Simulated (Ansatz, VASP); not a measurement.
# Cross-check of InP between VASP and Ansatz

Aim: how closely do two programs agree when they are given the same cell, functional and k mesh? The cell is taken from a series of runs on this material, whose earlier steps may have relaxed, scaled, displaced or heated it; both programs get it as it stands.

Calculated with Ansatz 0.2.0; plane waves, with VASP 6.6.1 beside it; zone-centre phonons at LDA.

## (1) The starting structure

Symmetry: F-43m, No. 216, cubic system. The conventional cell has a = 5.827 Å, b = 5.827 Å, c = 5.827 Å, α = 90.00°, β = 90.00°, γ = 90.00°. Nearest to P lie 4 In at 2.52 Å. Nearest to In lie 4 P at 2.52 Å. Farther neighbours are not listed.

Structure file:

```xyz
2
Lattice="0.0000 2.9135 2.9135 2.9135 0.0000 2.9135 2.9135 2.9135 0.0000" Properties=species:S:1:pos:R:3 pbc="T T T"
P     4.3702    4.3702    4.3702
In    2.9135    0.0000    2.9135
```

## (2) VASP: zone-centre phonons, LDA

Second derivatives magnify differences that forces hide, and they need a tight electronic threshold.

Lines of VASP's logs that name or quote its potential files are left out, and so is its time.

INCAR reads:

```
SYSTEM = InP
PREC = Accurate
ENCUT = 500
EDIFF = 1E-08
NELM = 120
ISMEAR = -1
SIGMA = 0.03
LREAL = .FALSE.
ALGO = Normal
GGA = PW92
NELECT = 17.925807
NBANDS = 14
LORBIT = 11
LWAVE = .FALSE.
LCHARG = .FALSE.
ISIF = 2
IBRION = 8
LASPH = .TRUE.
GGA_COMPAT = .FALSE.
KPAR = 2
```

POSCAR reads:

```
InP
1.0
    0.0000000000      2.9134905970      2.9134905970
    2.9134905970      0.0000000000      2.9134905970
    2.9134905970      2.9134905970      0.0000000000
P In
1 1
Direct
    0.7500000000      0.7500000000      0.7500000000
    0.0000000000      1.0000000000      0.0000000000
```

KPOINTS reads:

```
Automatic mesh
0
Gamma
30 30 30
0 0 0
```

Potentials, in the order of the species: P and In_d (LDA family, release 64).

Launch:

```
mpirun -np 2 vasp_std
```

Numbers of over 12 decimals in the logs are rounded to 6 here.

The log of the run:

```text
[banner, memory and clock lines left out]
running    2 mpi-ranks, on    1 nodes
 distrk:  each k-point on    1 cores,    2 groups
 distr:  one band on    1 cores,    1 groups

 POSCAR found type information on POSCAR P In
 POSCAR found :  2 types and       2 ions
|                                                                             |
|               ----> ADVICE to this user running VASP <----                  |
|                                                                             |
|     You enforced a specific xc type in the INCAR file but a different       |
|     [... a line on the potential file left out ...]
|     I HOPE YOU KNOW WHAT YOU ARE DOING!                                     |
|                                                                             |

 LDA part: xc-table for (Slater(with rela. corr.)+PW92), standard interpolation
 POSCAR, INCAR and KPOINTS ok, starting setup
 FFT: planning ... GRIDC
 FFT: planning ... GRID_SOFT
 FFT: planning ... GRID
 WAVECAR not read
 entering main loop
       N       E                     dE             d eps       ncg     rms          rms(c)
DAV:   1     0.110745548026E+03    0.11075E+03   -0.77643E+03 21178   0.130E+03
DAV:   2    -0.255614356414E+01   -0.11330E+03   -0.10927E+03 22418   0.316E+02
DAV:   3    -0.102102490678E+02   -0.76541E+01   -0.75842E+01 27740   0.848E+01
DAV:   4    -0.104200974985E+02   -0.20985E+00   -0.20970E+00 25562   0.153E+01
DAV:   5    -0.104301900357E+02   -0.10093E-01   -0.10092E-01 32004   0.293E+00BRMIX: very serious problems
 the old and the new charge density differ
 old charge density:    18.00000 new   17.92581
BRMIX: very serious problems
 the old and the new charge density differ
 old charge density:    18.00000 new   17.92581
    0.590E+00
DAV:   6    -0.100851092619E+02    0.34508E+00   -0.56265E-01 32794   0.144E+01    0.350E+00
DAV:   7    -0.100448193234E+02    0.40290E-01   -0.14335E-01 28528   0.348E+00    0.112E+00
DAV:   8    -0.100401578842E+02    0.46614E-02   -0.13671E-02 28008   0.156E+00    0.401E-01
DAV:   9    -0.100399096330E+02    0.24825E-03   -0.12477E-03 28022   0.472E-01    0.179E-01
DAV:  10    -0.100399277749E+02   -0.18142E-04   -0.13724E-04 32704   0.110E-01    0.113E-01
DAV:  11    -0.100399318793E+02   -0.41044E-05   -0.18161E-05 32100   0.689E-02    0.544E-02
DAV:  12    -0.100399296969E+02    0.21824E-05   -0.51593E-06 26360   0.321E-02    0.150E-02
DAV:  13    -0.100399296427E+02    0.54200E-07   -0.30050E-07 26792   0.413E-03    0.125E-02
DAV:  14    -0.100399296002E+02    0.42473E-07   -0.87280E-08 26762   0.464E-03    0.310E-03
DAV:  15    -0.100399295933E+02    0.68883E-08   -0.20706E-08 21404   0.117E-03
   1 F= -.10039930E+02 E0= -.10039377E+02  d E =-.110589E-02
 Linear response reoptimize wavefunctions to high precision
DAV:   1    -0.100399295933E+02    0.13642E-10   -0.74633E-10 16432   0.275E-04
 Linear response DOF=           2
 Linear response progress:
  Degree of freedom:   1/  2
       N       E                     dE             d eps       ncg     rms          rms(c)
RMM:   1    -0.502153849957E-01   -0.50215E-01    0.32196E-02219491   0.197E+00
RMM:   2    -0.480229269102E-01    0.21925E-02   -0.47810E-04170199   0.714E-01    0.150E-01
RMM:   3    -0.486237666099E-01   -0.60084E-03   -0.16102E-03192622   0.303E-01    0.572E-02
RMM:   4    -0.488735056224E-01   -0.24974E-03   -0.20447E-04193019   0.116E-01    0.181E-02
RMM:   5    -0.489042977483E-01   -0.30792E-04   -0.20360E-05202931   0.369E-02    0.111E-02
RMM:   6    -0.488932150413E-01    0.11083E-04   -0.40529E-06200082   0.125E-02    0.401E-03
RMM:   7    -0.488940247098E-01   -0.80967E-06   -0.40961E-07201635   0.449E-03    0.187E-03
RMM:   8    -0.488973766194E-01   -0.33519E-05   -0.95616E-08196636   0.169E-03    0.421E-04
RMM:   9    -0.488973187578E-01    0.57862E-07    0.69940E-07220861   0.582E-04    0.237E-04
RMM:  10    -0.488972877614E-01    0.30996E-07    0.21285E-07207039   0.240E-04    0.901E-05
RMM:  11    -0.488973754984E-01   -0.87737E-07   -0.35262E-08213255   0.964E-05    0.363E-05
RMM:  12    -0.488973723902E-01    0.31083E-08   -0.14030E-08210033   0.366E-05    0.860E-06
 first order change of Fermi-energy   0.11851E-03
 force on displaced ion       1 direction 1 :  -7.601  -0.000  -0.000
 Linear response progress:
  Degree of freedom:   2/  2
       N       E                     dE             d eps       ncg     rms          rms(c)
RMM:   1    -0.234575274928E+00   -0.23458E+00   -0.70759E-02143528   0.539E+00
RMM:   2    -0.237167411740E+00   -0.25921E-02   -0.15161E-02175887   0.118E+00    0.964E-02
RMM:   3    -0.237193029903E+00   -0.25618E-04   -0.17822E-03195335   0.365E-01    0.500E-02
RMM:   4    -0.237031948633E+00    0.16108E-03   -0.16794E-04195669   0.124E-01    0.246E-02
RMM:   5    -0.237007348746E+00    0.24600E-04   -0.22648E-05201934   0.459E-02    0.773E-03
RMM:   6    -0.237014871589E+00   -0.75228E-05   -0.63130E-06205391   0.162E-02    0.274E-03
RMM:   7    -0.237024152509E+00   -0.92809E-05   -0.19181E-06201631   0.478E-03    0.789E-04
RMM:   8    -0.237022779137E+00    0.13734E-05   -0.12309E-06207125   0.209E-03    0.343E-04
RMM:   9    -0.237021656655E+00    0.11225E-05   -0.57087E-07205218   0.938E-04    0.604E-05
RMM:  10    -0.237022091905E+00   -0.43525E-06   -0.22333E-07206790   0.427E-04    0.794E-05
RMM:  11    -0.237022060208E+00    0.31697E-07    0.80364E-08217298   0.218E-04    0.749E-05
RMM:  12    -0.237022054527E+00    0.56816E-08    0.27206E-08224933   0.119E-04    0.798E-05
 first order change of Fermi-energy  -0.14943E-04
 force on displaced ion       2 direction 1 :  -7.629  -0.000  -0.000
 Linear response finished
```

From OUTCAR (step 2):

```text
NELECT = 17.925807

 ion  position               nearest neighbor table
   1  0.750  0.750  0.750-   2 2.52   2 2.52   2 2.52   2 2.52
   2  0.000  0.000  0.000-   1 2.52   1 2.52   1 2.52   1 2.52

  LATTYP: Found a face centered cubic cell.
 ALAT       =     5.8269811940

 Subroutine GETGRP returns: Found 24 space group operations
 (whereof 24 operations were pure point group operations)

The static configuration has the point symmetry T_d .

 Found    752 irreducible k-points:

   k-points           NKPTS =    752   k-points in BZ     NKDIM =    752   number of bands    NBANDS=     14

   dimension x,y,z NGX =    30 NGY =   30 NGZ =   30
   dimension x,y,z NGXF=    60 NGYF=   60 NGZF=   60

   ENCUT  =  500.0 eV  36.75 Ry    6.06 a.u.   7.51  7.51  7.51*2*pi/ulx,y,z

 k-points in reciprocal lattice and weights: Automatic mesh
   0.00000000  0.00000000  0.00000000       0.000
   0.03333333  0.00000000  0.00000000       0.000
   0.06666667  0.00000000  0.00000000       0.000
   0.10000000  0.00000000  0.00000000       0.000
   0.13333333  0.00000000  0.00000000       0.000
   0.16666667  0.00000000  0.00000000       0.000
   0.20000000  0.00000000  0.00000000       0.000
   0.23333333  0.00000000  0.00000000       0.000
   0.26666667  0.00000000  0.00000000       0.000
[...]
-0.26666667  0.46666667  0.23333333       0.001
  -0.26666667  0.50000000  0.23333333       0.000

 average (electrostatic) potential at core
       1 -83.9454       2 -95.0785

  Total       -0.8137476     -0.8137476     -0.8137476      0.0000000     -0.0000000      0.0000000
  in kB      -26.3590307    -26.3590307    -26.3590307      0.0000000     -0.0000000      0.0000000
  external PRESSURE =     -26.3590307 kB  Pullay stress =       0.0000000 kB

  energy-cutoff  :      500.00
  volume of cell :       49.46
      direct lattice vectors                 reciprocal lattice vectors
     0.000000000  2.913490597  2.913490597    -0.171615450  0.171615450  0.171615450
     2.913490597  0.000000000  2.913490597     0.171615450 -0.171615450  0.171615450
     2.913490597  2.913490597  0.000000000     0.171615450  0.171615450 -0.171615450

 POSITION                                       TOTAL-FORCE (eV/Angst)
 -----------------------------------------------------------------------------------
      4.37024      4.37024      4.37024         0.000000      0.000000      0.000000
      0.00000      0.00000      0.00000        -0.000000     -0.000000     -0.000000
 -----------------------------------------------------------------------------------
    total drift:                                0.000000      0.000000      0.000000

 Eigenvectors and eigenvalues of the dynamical matrix
 ----------------------------------------------------

   1 f  =    8.730127 THz    54.853006 2PiTHz  291.205695 cm-1    36.104888 meV
             X         Y         Z           dx          dy          dz
      4.370236  4.370236  4.370236    -0.887087    0.000000    0.000000
      0.000000  0.000000  0.000000     0.461603    0.000000    0.000000

   2 f  =    8.730127 THz    54.853006 2PiTHz  291.205695 cm-1    36.104888 meV
             X         Y         Z           dx          dy          dz
      4.370236  4.370236  4.370236     0.000000    0.887087    0.000000
      0.000000  0.000000  0.000000     0.000000   -0.461603    0.000000

   3 f  =    8.730127 THz    54.853006 2PiTHz  291.205695 cm-1    36.104888 meV
             X         Y         Z           dx          dy          dz
      4.370236  4.370236  4.370236     0.000000    0.000000    0.887087
      0.000000  0.000000  0.000000     0.000000    0.000000   -0.461603

   4 f/i=    0.006686 THz     0.042011 2PiTHz    0.223031 cm-1     0.027652 meV
             X         Y         Z           dx          dy          dz
      4.370236  4.370236  4.370236     0.000000    0.000000   -0.461603
      0.000000  0.000000  0.000000     0.000000    0.000000   -0.887087

   5 f/i=    0.006686 THz     0.042011 2PiTHz    0.223031 cm-1     0.027652 meV
             X         Y         Z           dx          dy          dz
      4.370236  4.370236  4.370236    -0.461603    0.000000    0.000000
      0.000000  0.000000  0.000000    -0.887087    0.000000    0.000000

   6 f/i=    0.006686 THz     0.042011 2PiTHz    0.223031 cm-1     0.027652 meV
             X         Y         Z           dx          dy          dz
      4.370236  4.370236  4.370236     0.000000   -0.461603    0.000000
      0.000000  0.000000  0.000000     0.000000   -0.887087    0.000000

 ELASTIC MODULI CONTR FROM IONIC RELAXATION (kBar)
 Direction    XX          YY          ZZ          XY          YZ          ZX
 --------------------------------------------------------------------------------
 XX          -0.0000     -0.0000     -0.0000      0.0000      0.0000     -0.0000
 YY          -0.0000     -0.0000     -0.0000      0.0000      0.0000      0.0000
 ZZ          -0.0000     -0.0000     -0.0000      0.0000      0.0000     -0.0000
 XY           0.0000      0.0000      0.0000   -307.3269      0.0000      0.0000
 YZ           0.0000      0.0000      0.0000      0.0000   -307.3269      0.0000
 ZX          -0.0000      0.0000     -0.0000      0.0000      0.0000   -307.3269
 --------------------------------------------------------------------------------
```

Energies printed during the response cycles are not total energies of the cell.

## (3) Ansatz: zone-centre phonons, LDA

Ansatz runs on its PAW soft_1 files.

The same cell, functional (in two slightly different forms), mesh and smearing now go to Ansatz, which takes its cutoff from its data sets.

input.yaml reads:

```yaml
crystal:
  lattice:
    - [0.0, 2.913490597, 2.913490597]
    - [2.913490597, 0.0, 2.913490597]
    - [2.913490597, 2.913490597, 0.0]
  atoms:
    - { symbol: P, position: [0.75, 0.75, 0.75] }
    - { symbol: In, position: [0.0, 0.0, 0.0] }
total_charge: 0.074193
kpoints:
  mp_grid: { grid: [30, 30, 30] }
hamiltonian:
  xc: lda
  pseudopotentials: { kind: paw, azcp: { folder: soft_1 }, xc_functional: pbe }
scf:
  occupations: { method: fermi_dirac, width: 0.03 }
output:
  eigenvalues: true
phonons:
  method: dfpt
```

Launch:

```
ansatz run input.yaml --threads 8 --pin off --max-ram 16384MiB --backend cpu --events-out ev --progress --plain --runs-dir out
```

The log of the run:

```text
zone centre: on kpoints.mp_grid the ground state, and the responses unless they are solved on pairs of k-points, stand on 1992 of the mesh's 27000 k-points, reduced under 8 symmetry operations, with k and −k counted as one. Each operation leaves every solved displacement unchanged or reverses it
Engine: ansatz 0.2.0, aarch64-unknown-linux-gnu
Pseudopotentials: kind: paw
Pseudopotential: P, paw, valence charge 5, recommended cutoff 420 eV (normal), soft_1/P.paw.azcp
Pseudopotential: In, paw, valence charge 13, recommended cutoff 420 eV (normal), soft_1/In.paw.azcp
Functional definition: SPW92
  exchange = slater_x
  correlation = pw_c
Crystal: 2 atoms, lattice volume = 49.462 Å³
Basis set: ecut = 420 eV, 941 PW (Γ), exchange–correlation on 60×60×60 points (8 copies of the dense FFT grid, shifted against one another)
Bands: 13, of which v1, the nominal top of the filled ones, is band 9 counted from 1 (8 counted from 0)
Symmetry: 24 space group operations
k-points: 1992 of 27000 (irreducible under 8 space group operations, time reversal used)
Non-local potential: P, projectors of the file, l = 0: 2, l = 1: 2, l = 2: 1
Non-local potential: In, projectors of the file, l = 0: 2, l = 1: 2, l = 2: 2, l = 3: 1
PAW form: soft (Blöchl's): semilocal exchange-correlation on the pseudo side does not see the compensation charge
PAW frozen core: P, regenerated for the run's functional, and the local potential with it (the file was generated under x = pbe(κ = 0.804, μ = 0.219515), c = pbe(β = 0.066725))
PAW frozen core: In, regenerated for the run's functional, and the local potential with it (the file was generated under x = pbe(κ = 0.804, μ = 0.219515), c = pbe(β = 0.066725))
PAW one-centre angular grid: P, 110 points (default); XC on 64 Gauss nodes
PAW one-centre angular grid: In, 590 points (default); XC on 64 Gauss nodes
Initial density: superposition of atomic densities (chi_scale 0.1, normalization cell, long waves kept (reshape's long-wave potential 0.00 eV rms))
Initial wavefunctions: pseudopotential atomic-orbital guess
Functional: x = slater, c = lda
SCF iter   1: F=—  HF=-6184.334992 eV  |F-HF|=—  |Δ(HF+E_count)|=         —  Δρ=3.22e-2  dr2=6.72e-1  ethr=3.10e-3  ⟨swp⟩=6.5  Hψ=182531  notcnv=0
preconditioner: auto → Kerker (q_TF=auto, 2.304 Å⁻¹)  [metal: Δε(μ)=0.011 eV  Ē_g=14.658 eV  σ=0.030 eV  W_gap=0.09  n_scr=14 (ndim 8)  ℏωp=22.4 eV  f_vac=0.000  D(μ)=0.41/eV (n_scr^D=0)]
SCF iter   2: F=—  HF=-6184.180582 eV  |F-HF|=—  |Δ(HF+E_count)|=   1.54e-1  Δρ=1.94e-2  dr2=2.36e-1  ethr=3.10e-3  ⟨swp⟩=2.0  Hψ=48729  notcnv=0
SCF iter   3: F=—  HF=-6184.110373 eV  |F-HF|=—  |Δ(HF+E_count)|=   7.02e-2  Δρ=3.67e-3  dr2=1.29e-2  ethr=1.32e-3  ⟨swp⟩=2.1  Hψ=38513  notcnv=0
SCF iter   4: F=—  HF=-6184.108774 eV  |F-HF|=—  |Δ(HF+E_count)|=   1.60e-3  Δρ=1.27e-3  dr2=1.37e-3  ethr=7.21e-5  ⟨swp⟩=2.1  Hψ=39671  notcnv=0
SCF iter   5: F=—  HF=-6184.108916 eV  |F-HF|=—  |Δ(HF+E_count)|=   1.41e-4  Δρ=3.28e-4  dr2=3.90e-5  ethr=7.66e-6  ⟨swp⟩=2.4  Hψ=44490  notcnv=0
SCF iter   6: F=—  HF=-6184.108920 eV  |F-HF|=—  |Δ(HF+E_count)|=   4.38e-6  Δρ=6.96e-5  dr2=1.59e-6  ethr=2.17e-7  ⟨swp⟩=2.0  Hψ=41827  notcnv=0
SCF iter   7: F=—  HF=-6184.108921 eV  |F-HF|=—  |Δ(HF+E_count)|=   7.57e-7  Δρ=8.67e-6  dr2=3.46e-8  ethr=8.86e-9  ⟨swp⟩=2.0  Hψ=43041  notcnv=0
SCF iter   8: F=—  HF=-6184.108921 eV  |F-HF|=—  |Δ(HF+E_count)|=   2.64e-8  Δρ=2.32e-6  dr2=4.78e-9  ethr=1.93e-10  ⟨swp⟩=3.0  Hψ=45757  notcnv=0
SCF iter   9: F=—  HF=-6184.108921 eV  |F-HF|=—  |Δ(HF+E_count)|=   1.76e-9  Δρ=7.30e-7  dr2=5.70e-10  ethr=2.67e-11  ⟨swp⟩=1.0  Hψ=25931  notcnv=0
SCF iter  10: F=-6184.108921 eV  HF=-6184.108921 eV  |F-HF|=4.55e-12  |Δ(HF+E_count)|=  1.15e-10  Δρ=1.29e-7  dr2=7.98e-12  ethr=1.00e-12  ⟨swp⟩=7.1  Hψ=164549  notcnv=0
SCF 1 converged in 10 iterations: F = -6184.108921 eV  dr2 = 7.98e-12
  greatest PAW one-centre occupation: 0.982 electrons in one spin orbital (limit 2), on the In atom at site 1 (counted from 0), in its partial waves of l = 2
DFPT response loops at Γ: preconditioner auto → Kerker (q_TF=auto, 2.304 Å⁻¹) (partly filled bands, converged f_vac=0.009); β = 1.00, the filter's whole step (`scf.mixing.beta` (0.50) is not read by the response loops under this deck's `scf.mixing.preconditioner`; to damp them name `kerker` or `kerker_dos`, under which they read `scf.mixing.beta`, and type it under 1.00, their step now; both keys bind the ground state too); Broyden in place of MSR1
SCF converged after 10 iterations
Free energy (F): -6184.108921 eV
Harris-Foulkes:  -6184.108921 eV  (|F-HF|=4.55e-12)
Internal energy: -6184.107814 eV  (E = F + TS)
E sigma→0 (E₀):  -6184.108368 eV
Entropy (-TS):   -0.001107 eV (-0.553 meV/atom)
Fermi energy:    6.650826 eV
--- Per-component energies (eV) ---
  E_band       = -53.827182
  E_kinetic    = 288.037281
  E_local      = -1324.857018  (includes V_loc(G=0)·N_el)
  E_nonlocal   = 363.700475
  E_hartree    = 528.896803
  E_xc         = -213.348201
  E_vxc        = -150.761501  (∫ρ·V_xc dr)
  E_paw        = -4599.104157  (= ΣΔE_a)
  E_vpaw       = -287.740124  (= ΣTr[D̂ρ^β])
  E_aug_tail   = 0.000084  (compensation charges beyond the density's cutoff)
  E_ewald      = -1227.834968
  E_core_change = 0.401886  (= ΣΔE_core)
  E_smearing   = -0.001107  (= −TS)
  E_closure    = -0.000000  (closes the sum)
  E_deformation_potential = 0.988832  (in the stress; not in F)
  Σ components = -6184.108921   (vs F -6184.108921, Δ=0.00e0)
--- Band table (eV; the first three rows and the last of 1992) ---
  k-point 0: bands = [... 5 lower, -4.7014, 6.9651, 6.9651, 6.9651, 7.5669, 10.9681, 10.9681, 10.9681]
  k-point 1: bands = [... 5 lower, -4.6881, 6.7078, 6.9496, 6.9496, 7.7832, 10.9682, 10.9913, 10.9913]
  k-point 2: bands = [... 5 lower, -4.6482, 6.2546, 6.9047, 6.9047, 8.1093, 10.9803, 11.0582, 11.0582]
  k-point 1991: bands = [... 5 lower, -2.1287, 1.1937, 3.9216, 3.9483, 11.1132, 11.2673, 12.5489, 13.1168]
--- Phonons (Γ-DFPT): 2 representative perturbations + reference, on 1992 of 27000 k-points (Σ response iterations 6) ---
  k mesh reduced under 8 symmetry operations, with k and −k counted as one. Each operation leaves every solved displacement unchanged or reverses it
  ASR residual: 7.050e-5 → 0.000e0 eV/Å²; symmetrization residual: 3.140e-6 eV/Å²
  ASR residual per site (eV/Å²): 2.89e-6 7.05e-5
  Γ frequencies (cm⁻¹): 0.00 0.00 0.00 291.85 291.85 291.85
  non-analytic LO–TO correction: not included (Born effective charges unavailable; polar crystals: no LO–TO splitting at Γ)
```

## (4) Differences

Known differences besides the potentials themselves: the cutoff is 420 eV in Ansatz and 500 eV in VASP; VASP's log shows a relativistic correction to its local exchange, Ansatz's none. Total energies have different zeros and are not compared.

Compared:

```csv
quantity,Ansatz,VASP,difference
optical mode 1 to 3 (cm⁻¹),291.9,291.2,+0.22 %
```

Modes are paired by rising frequency, not by their patterns, so a pair may set unlike modes beside each other; they are those without the splitting of longitudinal modes. The cell carries a charge of +0.074193 e against a uniform background, so its pressure also hangs on how the neutralising background is counted, and in a defect's cell a gap may be the spacing between its levels.

## (5) What came out

- r.m.s. difference of the optical zone-centre modes, each program's sorted by frequency (zone-centre phonons, LDA): 0.64 cm⁻¹

**Reading.** The r.m.s. difference of the optical zone-centre modes, each program's sorted by frequency is 0.64 cm⁻¹ (zone-centre phonons, LDA). How closely two codes agree says nothing of how well the functional describes the real material.

[Lines on the potential files, build, host, timing and source positions are cut from VASP's logs without a mark.]

[Logs are printed without paths, hosts, clocks, repeated set-up lines and the standing remarks that a program may print on its own settings, such as how far it seeks lower states.]

[Hosts, paths, dates, database ids (printed as entryN), source tags and the programs' standing remarks are cut or masked in the printed files.]
